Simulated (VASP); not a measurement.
# NaYBe (P6_3/mmc) in VASP: a series of runs, part 2 of 2

VASP 6.6.1.

## 3. Relaxation of cell and atoms, PBE

This run uses another cell than the first one, of 20.70 Å³/atom, 0.910 times its volume.

INCAR reads:

```
PREC = Accurate
ENCUT = 600
EDIFF = 1E-7
ISMEAR = -1
SIGMA = 0.1
LREAL = False
LASPH = True
NELM = 80
ALGO = Normal
ISIF = 3
LWAVE = False
LCHARG = False
GGA = PE
IBRION = 2
NSW = 60
EDIFFG = -0.03
```

KPOINTS reads:

```
regular mesh
0
Gamma
  10 10 4
```

POSCAR reads:

```
NaYBe
1.0
    3.9411100000      0.0000000000      0.0000000000
   -1.9705550000      3.4131040000      0.0000000000
    0.0000000000      0.0000000000      9.2316890000
Na Be Y
2 2 2
Direct
    0.0000000000      0.0000000000      0.0000000000
    0.0000000000      0.0000000000      0.5000000000
    0.3333000000      0.6667000000      0.7500000000
    0.6666000000      0.3333000000      0.2500000000
    0.3333000000      0.6667000000      0.2500000000
    0.6666000000      0.3333000000      0.7500000000
```

Potentials or basis: VASP PAW PBE potentials, release 64 (Na_pv, Be, Y_sv).

The run is started by

```
$ cat potpaw_PBE.64/Na_pv/POTCAR potpaw_PBE.64/Be/POTCAR potpaw_PBE.64/Y_sv/POTCAR > POTCAR
$ mpirun -np 1 vasp_std > vasp.out
```

OUTCAR:

```text
PREC = Accurate
   ENCUT = 600
   EDIFF = 1E-7
   ISMEAR = -1
   LREAL = False
   LASPH = True
   NELM = 80
   ISIF = 3
   GGA = PE
   IBRION = 2
   NSW = 60
   EDIFFG = -0.03

 ion  position               nearest neighbor table
   1  0.000  0.000  0.000-   6 3.24   5 3.24   5 3.24   6 3.24   6 3.24   5 3.24
   2  0.000  0.000  0.500-   6 3.24   5 3.24   5 3.24   6 3.24   6 3.24   5 3.24
   3  0.333  0.667  0.750-   6 2.28   6 2.28   6 2.28
   4  0.667  0.333  0.250-   5 2.28   5 2.28   5 2.28
   5  0.333  0.667  0.250-   4 2.28   4 2.28   4 2.28   1 3.24   2 3.24   2 3.24   1 3.24   2 3.24
                             1 3.24
   6  0.667  0.333  0.750-   3 2.28   3 2.28   3 2.28   1 3.24   2 3.24   1 3.24   2 3.24   1 3.24
                             2 3.24

  LATTYP: Found a hexagonal cell.
 ALAT       =     3.9411100000
 C/A-ratio  =     2.3424083570

  Lattice vectors:

 A1 = (   3.9411100000,   0.0000000000,   0.0000000000)
 A2 = (  -1.9705550000,   3.4131040000,   0.0000000000)
 A3 = (   0.0000000000,   0.0000000000,   9.2316890000)

Analysis of symmetry for initial positions (statically):
=====================================================================
 Subroutine PRICEL returns:
 Original cell was already a primitive cell.

 Routine SETGRP: Setting up the symmetry group for a
 hexagonal supercell.

 Subroutine GETGRP returns: Found  4 space group operations
 (whereof  2 operations were pure point group operations)
 out of a pool of 24 trial point group operations.

The static configuration has the point symmetry C_2 .
 The point group associated with its full space group is C_2v.

Analysis of symmetry for dynamics (positions and initial velocities):
=====================================================================
 Subroutine PRICEL returns:
 Original cell was already a primitive cell.

 Routine SETGRP: Setting up the symmetry group for a
 hexagonal supercell.

 Subroutine GETGRP returns: Found  4 space group operations
 (whereof  2 operations were pure point group operations)
 out of a pool of 24 trial point group operations.

The dynamic configuration has the point symmetry C_2 .
 The point group associated with its full space group is C_2v.

 Subroutine INISYM returns: Found  4 space group operations
 (whereof  2 operations are pure point group operations),
 and found     1 'primitive' translations

----------------------------------------------------------------------------------------

                                     Primitive cell

  volume of cell :     124.1793

  direct lattice vectors                    reciprocal lattice vectors
     3.941110000  0.000000000  0.000000000     0.253735623  0.146494218  0.000000000
    -1.970555000  3.413104000  0.000000000     0.000000000  0.292988435  0.000000000
     0.000000000  0.000000000  9.231689000     0.000000000  0.000000000  0.108322540

  length of vectors
     3.941110000  3.941112270  9.231689000     0.292988604  0.292988435  0.108322540

  position of ions in fractional coordinates (direct lattice)
     0.000000000  0.000000000  0.000000000
     0.000000000  0.000000000  0.500000000
     0.333300000  0.666700000  0.750000000
     0.666600000  0.333300000  0.250000000
     0.333300000  0.666700000  0.250000000
     0.666600000  0.333300000  0.750000000

  ion indices of the primitive-cell ions
   primitive index   ion index
                 1           1
                 2           2
                 3           3
[... 26 lines left out ...]
 ===========================================

 Found     93 irreducible k-points:

 Following reciprocal coordinates:
            Coordinates               Weight
  0.000000  0.000000  0.000000      1.000000
  0.100000  0.000000  0.000000      4.000000
  0.000000  0.100000  0.000000      2.000000
  0.200000  0.000000  0.000000      4.000000
  0.000000  0.200000  0.000000      2.000000
  0.300000 -0.000000  0.000000      4.000000
[... 16 lines left out ...]
  0.200000  0.200000  0.000000      4.000000
 -0.400000  0.200000  0.000000      2.000000
 [... further k-points ...]
   k-points           NKPTS =     93   k-points in BZ     NKDIM =     93   number of bands    NBANDS=     24
   number of dos      NEDOS =    301   number of ions     NIONS =      6
   total plane-waves  NPLWV =  81920
   dimension x,y,z NGX =    32 NGY =   32 NGZ =   80
   dimension x,y,z NGXF=    64 NGYF=   64 NGZF=  160
   ions per type =               2   2   2
   NGX,Y,Z   is equivalent  to a cutoff of  13.50, 13.50, 14.41 a.u.
   NGXF,Y,Z  is equivalent  to a cutoff of  27.00, 27.00, 28.81 a.u.
 SYSTEM =  unknown system
   PREC   = accura    normal or accurate (medium, high low for compatibility)
   ISTART =      0    job   : 0-new  1-cont  2-samecut
   ICHARG =      2    charge: 1-file 2-atom 10-const
   ISPIN  =      1    spin polarized calculation?
   LNONCOLLINEAR =      F non collinear calculations
   LSORBIT =      F    spin-orbit coupling
   LASPH  =      T    aspherical Exc in radial PAW
   ENCUT  =  600.0 eV  44.10 Ry    6.64 a.u.   7.87  7.87 18.44*2*pi/ulx,y,z
   NELM   =     80;   NELMIN=  2; NELMDL= -5     # of ELM steps
   EDIFF  = 0.1E-06   stopping-criterion for ELM
   LREAL  =      F    real-space projection
   EDIFFG = -.3E-01   stopping-criterion for IOM
   NSW    =     60    number of steps for IOM
   IBRION =      2    ionic relax: 0-MD 1-quasi-New 2-CG
   NFREE  =      1    steps in history (QN), initial steepest desc. (CG)
   ISIF   =      3    stress and relaxation
   ISYM   =      2    0-nonsym 1-usesym 2-fastsym
   POTIM  = 0.5000    time-step for ionic-motion
   TEBEG  =    0.0;   TEEND  =   0.0 temperature during run
   PSTRESS=    0.0 pullay stress
   NELECT =      40.0000    total number of electrons
   NUPDOWN=      -1.0000    fix difference up-down
   EMIN   =  10.00;   EMAX   =-10.00  energy-range for DOS
   EFERMI =   0.00;   METHOD = LEGACY
   ISMEAR =    -1;   SIGMA  =   0.10  broadening in eV -4-tet -1-fermi 0-gaus
   EFERMI_NEDOS =   21; number of points for ismear=-14 and -15
   IALGO  =     38    algorithm
   IMIX   =      4    mixing-type and parameters
     AMIX     =   0.40;   BMIX     =  1.00
     AMIX_MAG =   1.60;   BMIX_MAG =  1.00
  volume/ion in A,a.u.               =      20.70       139.67
  Fermi-wavevector in a.u.,A,eV,Ry     =   1.122221  2.120690 17.134907  1.259380
  Thomas-Fermi vector in A             =   2.258880
   LORBIT       =      0    0 simple, 1 ext, 2 COOP (PROOUT), +10 PAW based schemes
   GGA     = PE    functional components
   LHFCALC =     F    Hartree Fock is set to
   AEXX    =    0.0000 exact exchange contribution
   IVDW    =     0    specifies the selected vdW correction
   LEPSILON=     F    determine dielectric tensor
   LRPA    =     F    only Hartree local field effects (RPA)
 conjugate gradient relaxation of ions
 non-spin polarized calculation
  energy-cutoff  :      600.00
  volume of cell :      124.18
 maximum number of plane-waves:      4174
   NGX = 15   NGY = 15   NGZ = 37

--------------------------------------- Ionic step        1  -------------------------------------------

 number of electron      40.0000011 magnetization

 Free energy of the ion-electron system (eV)
  ---------------------------------------------------
  ext. energy  EPLUGINS =         0.00000000
  ---------------------------------------------------
  free energy    TOTEN  =       -16.37253753 eV

  energy without entropy =      -16.29845558  energy(sigma->0) =      -16.33549656

------------------------ aborting loop because EDIFF is reached ----------------------------------------

  FORCE on cell =-STRESS in cart. coord.  units (eV):
  Direction    XX          YY          ZZ          XY          YZ          ZX
  --------------------------------------------------------------------------------------
  -------------------------------------------------------------------------------------
  Total       16.8822598     16.8956518      1.4857699      0.0000000      0.0000000      0.0000000
  in kB      217.8170725    217.9898587     19.1695928      0.0000000      0.0000000      0.0000000
  external PRESSURE =     151.6588413 kB  Pullay stress =       0.0000000 kB
[... 1416 lines left out ...]
     23       3.7230      0.00084
     24       5.1373      0.00000

 [... further k-points ...]

[... ionic steps 4 to 20 ...]

--------------------------------------- Ionic step       21  -------------------------------------------

 number of electron      40.0000052 magnetization

------------------------ aborting loop because EDIFF is reached ----------------------------------------
[... 75 lines left out ...]
--------------------------------------- Ionic step       23  -------------------------------------------

 number of electron      40.0000050 magnetization

 Free energy of the ion-electron system (eV)
  ---------------------------------------------------
  ext. energy  EPLUGINS =         0.00000000
  ---------------------------------------------------
  free energy    TOTEN  =       -20.61183788 eV

  energy without entropy =      -20.38601856  energy(sigma->0) =      -20.49892822

 E-fermi :   2.3721     XC(G=0):  -8.9036

 val. band max:        2.3708182505   @ k =   0.1000   0.1000   0.5000
 cond. band min:       2.3773057508   @ k =   0.5000   0.0000   0.0000
 fundamental gap:      0.0064875003
 Fermi energy:         2.3721120722
[... 681 lines left out ...]
  FREE ENERGIE OF THE ION-ELECTRON SYSTEM (eV)
  ---------------------------------------------------
  free  energy   TOTEN  =       -20.6118378776 eV

  energy  without entropy=      -20.3860185595  energy(sigma->0) =      -20.49892822

 reached required accuracy - stopping structural energy minimisation
```

CONTCAR:

```text
NaYBe
   1.00000000000000
     5.1771403159243095    0.0000000000000000    0.0000000000000000
    -2.5885701579621547    4.4837892372102086    0.0000000000000000
     0.0000000000000000    0.0000000000000000    5.8825065280474647
  Na              Be              Y
     2     2     2
Direct
     0.9999654966636631    0.0000000000000000    0.0000000000000000
     0.9999654966636631    0.0000000000000000    0.5000000000000000
     0.3333339901755638    0.6667305069956014    0.7500000000000000
     0.6666034831799625    0.3332694930043987    0.2500000000000000
     0.3332945957758006    0.6666576582344462    0.2500000000000000
     0.6666369375413543    0.3333423417655538    0.7500000000000000

  0.00000000E+00  0.00000000E+00  0.00000000E+00
  0.00000000E+00  0.00000000E+00  0.00000000E+00
  0.00000000E+00  0.00000000E+00  0.00000000E+00
  0.00000000E+00  0.00000000E+00  0.00000000E+00
  0.00000000E+00  0.00000000E+00  0.00000000E+00
  0.00000000E+00  0.00000000E+00  0.00000000E+00
```

It took 66 min on 1 thread of Intel Xeon Platinum 8488C (Sapphire Rapids), shared host; peak memory 0.59 GiB.

Results:

```yaml
Free_energy: -20.6118 eV
Relaxed_volume: 22.76 Å³/atom
Relaxed_cell: a = 5.177 Å, b = 5.177 Å, c = 5.883 Å, α = 90.00°, β = 90.00°, γ = 120.00°
Space_group_after_relaxing_to_0.05_Å: P6_3/mmc (No. 194)
Energy_gained_by_relaxing: 706.6 meV/atom
Ionic_steps: 23
Pressure_after_relaxing: -0.1 GPa
Band_gap_on_the_k_mesh: none (metal or under the smearing width)
```

The path:
```
step  energy change (eV)  largest force (eV/Å)  pressure (GPa)  volume (Å³)
   1              0.0000                0.0024           15.17       124.18
   2             -2.2748                0.0008            0.51       162.11
   3             -2.3004                0.0012           -1.78       175.64
   4             -2.3194                0.0011           -1.02       170.50
   5             -2.3193                0.0011           -0.86       169.49
   6             -2.4161                0.0003           -0.86       166.14
   7             -2.7614                0.0020           -0.75       155.68
   8             -3.6414                0.0049            1.72       132.86
   9              9.0736                0.0137           64.49        79.24
  10             -3.7134                0.0053            2.32       130.49
  11             -3.5646                0.0073           10.50       112.50
  12             -3.8425                0.0058            4.62       123.65
  13             -3.8387                0.0061            6.14       120.22
  14             -3.8710                0.0060            6.20       120.06
  15             -3.9206                0.0056            6.50       119.44
  16             -3.9791                0.0051            5.75       120.95
  17             -4.1164                0.0038            3.71       125.53
  18             -4.2360                0.0019            0.38       135.02
  19             -4.2378                0.0017           -0.01       136.36
  20             -4.2378                0.0016           -0.11       136.71
  21             -4.2382                0.0015           -0.11       136.70
  22             -4.2391                0.0011           -0.09       136.65
  23             -4.2393                0.0004           -0.06       136.55
```

Final structure:
```
Na Be Y
1.0
     5.17714    0.00000    0.00000
    -2.58857    4.48379    0.00000
     0.00000    0.00000    5.88251
Na Be Y
2 2 2
Direct
  0.99997 0.00000 0.00000
  0.99997 0.00000 0.50000
  0.33333 0.66673 0.75000
  0.66660 0.33327 0.25000
  0.33329 0.66666 0.25000
  0.66664 0.33334 0.75000
```

Levels at points of the mesh, in eV from the Fermi level:
```tsv
k point	band 18	band 19	band 20	band 21	band 22	band 23
(0.00, 0.00, 0.00)	-0.26	-0.26	-0.21	-0.21	1.18	1.18
(0.50, 0.00, 0.00)	-0.24	0.01	0.02	0.09	0.69	1.27
(0.00, 0.50, 0.00)	-0.24	0.01	0.02	0.09	0.69	1.27
(0.00, 0.00, 0.50)	-0.54	-0.54	-0.54	-0.12	-0.12	2.66
(0.50, 0.00, 0.50)	-2.11	-0.10	-0.10	-0.02	-0.02	1.60
(0.00, 0.50, 0.50)	-2.11	-0.10	-0.10	-0.02	-0.02	1.60
```
